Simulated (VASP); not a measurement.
Method: PBE GGA, VASP's PBE PAW potentials (set 64) (plane waves; VASP 6.6.1).

VASP ran on this input.

KPOINTS:
```
Automatic mesh
0
Gamma
9 9 9
0 0 0
```

**INCAR**
```
ALGO = Fast
EDIFF = 1E-5
EDIFFG = -0.03
ENCUT = 400
GGA = PE
IBRION = 2
ISIF = 2
ISMEAR = 0
LASPH = .True.
LCHARG = .False.
LMAXMIX = 4
LREAL = .False.
LWAVE = .False.
NELM = 100
NELMIN = 4
NSW = 20
PREC = Normal
SIGMA = 0.05
SYSTEM = Ge
```

**POSCAR**
```
Ge
1.0
  0.0000000000   2.8783834284   2.8783834284
  2.8783834284   0.0000000000   2.8783834284
  2.8783834284   2.8783834284   0.0000000000
Ge
2
Cart
  2.8783834284   2.8783834284   2.8783834284
  4.3175751426   4.3175751426   4.3175751426
```

POTCAR, in this order: Ge_d (PBE.64 set). Program: vasp_std.

Q: Predict the energy per atom (σ→0), band gap (on the k-mesh).

A: 
The energy per atom (σ→0) comes out as -4.515 eV/atom and the band gap (on the k-mesh) is none (metal, semimetal or under 0.01 eV).

### OSZICAR
```
...
DAV:   5    -0.910141220827E+01   -0.99083E-02   -0.99036E-02  1416   0.378E+00    0.299E+00
RMM:   6    -0.905562205551E+01    0.45790E-01   -0.16405E-02  1368   0.153E+00    0.180E+00
RMM:   7    -0.902842473694E+01    0.27197E-01   -0.50999E-02  1370   0.243E+00    0.141E-01
RMM:   8    -0.903024222585E+01   -0.18175E-02   -0.65177E-03  1362   0.883E-01    0.496E-02
RMM:   9    -0.903051601340E+01   -0.27379E-03   -0.18762E-03  1427   0.522E-01    0.491E-02
RMM:  10    -0.903056617149E+01   -0.50158E-04   -0.50880E-04  1627   0.227E-01    0.195E-02
RMM:  11    -0.903057513134E+01   -0.89598E-05   -0.58391E-05   988   0.839E-02
   1 F= -.90305751E+01 E0= -.90304718E+01  d E =-.903058E+01
```

The compound is Ge in the diamond structure. It was relaxed first, which changed the volume by +5 %.
